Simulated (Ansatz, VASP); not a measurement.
# ZnS (Wurtzite-2H) in two plane-wave programs, part 2 of 2

Wanted: the spread between two codes on one cell, functional and k mesh. The structure shown is the start of the Ansatz relaxation below; VASP solves that cell, so the two are compared at the walk's first step.

VASP 6.6.1 and Ansatz 0.2.0.

So far. Step 3 (VASP: single point, LDA, start cell, pair 1): The run ends at a pressure of 6.04 GPa, with forces up to 0.13 eV/Å.

**7. VASP: single point, LDA, start cell, pair 2**

Level of this step: LDA; plane waves and PAW (S, Zn) (VASP).

The same cell, functional (in two slightly different forms) and mesh now go to VASP, with its own data sets.

The input, INCAR:

```
SYSTEM = ZnS
PREC = Accurate
ENCUT = 400
EDIFF = 1E-06
NELM = 120
ISMEAR = 0
SIGMA = 0.01
LREAL = .FALSE.
ALGO = Normal
GGA = CA
NBANDS = 24
LORBIT = 11
LWAVE = .FALSE.
LCHARG = .FALSE.
ISIF = 2
LASPH = .TRUE.
GGA_COMPAT = .FALSE.
EFERMI = MIDGAP
KPAR = 2
```

The input, POSCAR:

```
ZnS
1.0
    3.6260130000      0.0000000000      0.0000000000
   -1.8130070000      3.1402200000      0.0000000000
    0.0000000000      0.0000000000      6.2210720000
S Zn
2 2
Direct
    0.3333334253      0.6666666667      0.3761147596
    0.6666668505      0.3333333333      0.8761147596
    0.3333334253      0.6666666667      0.0088851246
    0.6666668505      0.3333333333      0.5088852854
```

The input, KPOINTS:

```
Automatic mesh
0
Gamma
12 12 8
0 0 0
```

PAW data sets: S and Zn (LDA family, release 64).

Launch:

```sh
$ mpirun -np 2 vasp_std
```

Numbers of over 12 decimals in the logs are rounded to 6 here.

The program printed:

```text
[... set-up lines as in an earlier step ...]
 entering main loop
       N       E                     dE             d eps       ncg     rms          rms(c)
DAV:   1     0.212506717663E+03    0.21251E+03   -0.15070E+04  4560   0.157E+03
DAV:   2     0.736912765994E+00   -0.21177E+03   -0.20485E+03  5024   0.330E+02
DAV:   3    -0.168955959409E+02   -0.17633E+02   -0.17556E+02  5632   0.102E+02
DAV:   4    -0.172245437257E+02   -0.32895E+00   -0.32878E+00  5432   0.146E+01
[...]
DAV:  11    -0.163163650741E+02   -0.19279E-04   -0.66112E-05  5648   0.674E-02    0.714E-02
DAV:  12    -0.163163621993E+02    0.28748E-05   -0.10497E-05  6768   0.484E-02    0.103E-02
DAV:  13    -0.163163622384E+02   -0.39123E-07   -0.10201E-06  3144   0.121E-02
   1 F= -.16316362E+02 E0= -.16316362E+02  d E =0.000000E+00
```

Parts of OUTCAR (step 7):

```text
  Total        2.8605171      2.8605182      0.3582718     -0.0000005      0.0000000      0.0000000
  in kB       64.6994316     64.6994575      8.1034233     -0.0000103      0.0000000      0.0000000
  external PRESSURE =      45.8341042 kB  Pullay stress =       0.0000000 kB

 POSITION                                       TOTAL-FORCE (eV/Angst)
 -----------------------------------------------------------------------------------
      0.00000      2.09348      2.33984         0.000000     -0.000000     -0.116730
      1.81301      1.04674      5.45037        -0.000000      0.000000     -0.116730
      0.00000      2.09348      0.05527         0.000000     -0.000000      0.116730
      1.81301      1.04674      3.16581         0.000000     -0.000000      0.116730
 -----------------------------------------------------------------------------------
    total drift:                               -0.000340      0.000033     -0.002536

  FREE ENERGIE OF THE ION-ELECTRON SYSTEM (eV)
  ---------------------------------------------------
  free  energy   TOTEN  =       -16.3163622384 eV

  energy  without entropy=      -16.3163622384  energy(sigma->0) =      -16.31636224

[... 1 part as in an earlier step ...]

[... 2 further parts left out ...]
[key lines of the parts left out:]
E-fermi :   4.2492
```

The run ends at a pressure of 4.58 GPa, with forces up to 0.12 eV/Å.

**8. Differences**

Forces (eV/Å; atoms numbered as in POSCAR):

| atom | Ansatz x, y, z | VASP x, y, z |
| --- | --- | --- |
| S1 | 0.000, 0.000, -0.115 | 0.000, 0.000, -0.117 |
| S2 | 0.000, 0.000, -0.115 | 0.000, 0.000, -0.117 |
| Zn3 | 0.000, 0.000, 0.115 | 0.000, 0.000, 0.117 |
| Zn4 | 0.000, 0.000, 0.115 | 0.000, 0.000, 0.117 |

The forces differ by 1.3 meV/Å r.m.s., which is 1.9 % of the r.m.s. force of 0.067 eV/Å (both taken over all components).

**9. Further runs**

Further runs change the set-up of one program: Ansatz's method, potentials or start, or VASP's data sets, cutoff or form of LDA. The table gives that difference for each run.

| run | r.m.s. force difference (meV/Å) |
| --- | --- |
| as above | 1.3 |
| VASP with a cutoff of 500 eV (perhaps on Ansatz's relaxed cell) | 1.3 |

**10. Ansatz: relaxation, LDA**

The two programs are compared at the cell with which this relaxation starts, whose forces are those of its first step. The cell compared in this pair holds 71.84 Å³, against 70.84 Å³ for the pair before.

The structure compared here is the start of the Ansatz relaxation; VASP solves that cell, so the two are compared at the walk's first step.

The input, input.yaml:

```yaml
crystal:
  lattice:
    - [3.663394751, 0.0, 0.0]
    - [-1.8316973755, 3.1725929185, 0.0]
    - [0.0, 0.0, 6.1813994033]
  atoms:
    - { symbol: S, position: [0.3333333333, 0.6666666667, 0.3777954306] }
    - { symbol: S, position: [0.6666666667, 0.3333333333, 0.8777954306] }
    - { symbol: Zn, position: [0.3333333333, 0.6666666667, 0.0072045694] }
    - { symbol: Zn, position: [0.6666666667, 0.3333333333, 0.5072045694] }
kpoints:
  mp_grid: { grid: [12, 12, 8] }
hamiltonian:
  xc: lda
  pseudopotentials: { kind: paw, azcp: { folder: soft_1 }, xc_functional: pbe }
scf:
  occupations: { method: fixed }
output:
  forces: true
  stress: true
  eigenvalues: true
relax:
  adjacent_minimum: "off"
  f_tol: 0.001
  max_steps: 60
  cell: { stress_tol: 0.01, fix: [a, b, gamma] }
```

Launch:

```sh
$ ansatz run input.yaml --threads 8 --pin off --max-ram 16384MiB --backend cpu --events-out ev --progress --plain --runs-dir out
```

The program printed:

```text
[...]
Crystal: 4 atoms, lattice volume = 71.843 Å³
Basis set: ecut = 420 eV, 1377 PW (Γ)
Bands: 22, of which v1, the nominal top of the filled ones, is band 18 counted from 1 (17 counted from 0)
Symmetry: 12 space group operations
[...]
k-points: 95 of 1152 (time reversal used)
[...]
--- Relaxed structure (5 steps of the walk, 5 accepted, 1 SCFs on fresh bases) ---
[...]
cell:  # Å, volume = 72.3042 Å³
    - [3.663395, 0, 0]
    - [-1.831697, 3.172593, 0]
    - [0, 0, 6.221072]
  atoms:
    - { symbol: S, position: [0.333333, 0.666667, 0.376115] }
    - { symbol: S, position: [0.666667, 0.333333, 0.876115] }
    - { symbol: Zn, position: [0.333333, 0.666667, 0.00888519] }
    - { symbol: Zn, position: [0.666667, 0.333333, 0.508885] }
[key lines of the parts left out:]
SCF converged after 7 iterations
Free energy (F): -8234.839807 eV
Fermi energy:    6.772486 eV
P = ⅓ Tr σ = 2.4030 GPa (24.030 kbar)
```

**11. VASP: single point, LDA, start cell, pair 3**

The same cell, functional (in two slightly different forms) and mesh now go to VASP, with its own data sets.

INCAR is that of step 7.

The input, POSCAR:

```
ZnS
1.0
    3.6633950000      0.0000000000      0.0000000000
   -1.8316970000      3.1725930000      0.0000000000
    0.0000000000      0.0000000000      6.1813990000
S Zn
2 2
Direct
    0.3333332423      0.6666666667      0.3777953826
    0.6666664847      0.3333333333      0.8777954635
    0.3333332423      0.6666666667      0.0072045179
    0.6666664847      0.3333333333      0.5072045988
```

KPOINTS is that of step 7.

Launch:

```sh
$ mpirun -np 2 vasp_std
```

The program printed:

```text
[... set-up lines as in an earlier step ...]
 entering main loop
       N       E                     dE             d eps       ncg     rms          rms(c)
DAV:   1     0.210251962568E+03    0.21025E+03   -0.14991E+04  4560   0.156E+03
DAV:   2     0.103116109692E+01   -0.20922E+03   -0.20235E+03  4944   0.329E+02
DAV:   3    -0.169149864859E+02   -0.17946E+02   -0.17866E+02  5648   0.103E+02
DAV:   4    -0.172546055981E+02   -0.33962E+00   -0.33941E+00  5416   0.147E+01
[...]
DAV:  11    -0.163607035382E+02   -0.19616E-04   -0.66895E-05  5616   0.708E-02    0.729E-02
DAV:  12    -0.163607010967E+02    0.24415E-05   -0.69737E-06  5632   0.168E-02    0.986E-03
DAV:  13    -0.163607011494E+02   -0.52725E-07   -0.46153E-07  3200   0.775E-03
   1 F= -.16360701E+02 E0= -.16360701E+02  d E =0.000000E+00
```

OUTCAR, selected parts (step 11):

```text
  Total        1.9761272      1.9761270      0.3341990      0.0000003      0.0000000      0.0000000
  in kB       44.0697495     44.0697457      7.4529946      0.0000069      0.0000000      0.0000000
  external PRESSURE =      31.8641633 kB  Pullay stress =       0.0000000 kB

 POSITION                                       TOTAL-FORCE (eV/Angst)
 -----------------------------------------------------------------------------------
     -0.00000      2.11506      2.33530         0.000000     -0.000000     -0.104545
      1.83170      1.05753      5.42600        -0.000000      0.000000     -0.104545
     -0.00000      2.11506      0.04453         0.000000      0.000000      0.104545
      1.83170      1.05753      3.13523        -0.000000      0.000000      0.104545
 -----------------------------------------------------------------------------------
    total drift:                                0.000524      0.000032      0.002663

  FREE ENERGIE OF THE ION-ELECTRON SYSTEM (eV)
  ---------------------------------------------------
  free  energy   TOTEN  =       -16.3607011494 eV

  energy  without entropy=      -16.3607011494  energy(sigma->0) =      -16.36070115

[... 1 part as in an earlier step ...]

[... 2 further parts left out ...]
[key lines of the parts left out:]
E-fermi :   4.0763
```

The run ends at a pressure of 3.19 GPa, with forces up to 0.10 eV/Å.

**12. Differences**

Forces (eV/Å; atoms numbered as in POSCAR):

| atom | Ansatz x, y, z | VASP x, y, z |
| --- | --- | --- |
| S1 | 0.000, 0.000, -0.102 | 0.000, 0.000, -0.105 |
| S2 | 0.000, 0.000, -0.102 | 0.000, 0.000, -0.105 |
| Zn3 | 0.000, 0.000, 0.102 | 0.000, 0.000, 0.105 |
| Zn4 | 0.000, 0.000, 0.102 | 0.000, 0.000, 0.105 |

The forces differ by 1.6 meV/Å r.m.s., which is 2.7 % of the r.m.s. force of 0.060 eV/Å (both taken over all components).

**13. Other set-ups**

Further runs change the set-up of one program: Ansatz's method, potentials or start, or VASP's data sets, cutoff or form of LDA. The table gives that difference for each run.

| run | r.m.s. force difference (meV/Å) |
| --- | --- |
| as above | 1.6 |
| VASP with a cutoff of 500 eV (perhaps on Ansatz's relaxed cell) | 0.69 |

**14. What came out**

- r.m.s. force difference (single point, LDA, start cell, pair 1): 1.8 meV/Å
- r.m.s. force difference (single point, LDA, start cell, pair 2): 1.3 meV/Å
- r.m.s. force difference (single point, LDA, start cell, pair 3): 1.6 meV/Å

The r.m.s. force difference is 1.8 meV/Å (single point, LDA, start cell, pair 1), within the 12 meV/Å picked in this series as the mark of a large difference. Single point, LDA, start cell, pair 3, VASP with a cutoff of 500 eV (perhaps on Ansatz's relaxed cell): r.m.s. force difference goes from 1.6 to 0.69 meV/Å. 9 further runs of this series are not shown here. How closely two codes agree says nothing of how well the functional describes the real material.

[Lines on the potential files, build, host, timing and source positions are cut from VASP's logs without a mark.]

[Logs are printed without paths, hosts, clocks, repeated set-up lines and the standing remarks that a program may print on its own settings, such as how far it seeks lower states.]

[Hosts, paths, dates, database ids (printed as entryN), source tags and the programs' standing remarks are cut or masked in the printed files.]

[Rows of further runs with another cutoff or data set may stand on the cell that Ansatz relaxed, not on the start cell of the pair above them.]
